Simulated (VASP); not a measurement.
Input:

```xyz
2
Lattice="0.0000 2.8636 2.8636 2.8636 0.0000 2.8636 2.8636 2.8636 0.0000" Properties=species:S:1:pos:R:3 pbc="T T T"
Be     0.0000     0.0000     0.0000
Te     1.4318     1.4318     1.4318
```

Level of theory: PW91 GGA, VASP's PBE PAW potentials (set 64) (plane waves; VASP 6.6.1). Settings: 520 eV cut-off, 8×8×8 Γ-centred mesh, Gaussian smearing of 0.050 eV, potentials Be Te.

Problem. The job: BeTe (zinc blende), 2 atoms, PW91, static run, 520 eV, 8×8×8 Γ-centred mesh. Roughly how much core time does it take on a busy server core?

Solution. About 8 core-seconds (one run on a shared machine, a rough figure). It had 29 irreducible k-points, 8 bands, up to 1283 plane waves and 13 electronic steps.

The compound is BeTe in the zinc blende structure. This cell is one point of a volume scan, at 1.03 of the reference volume.
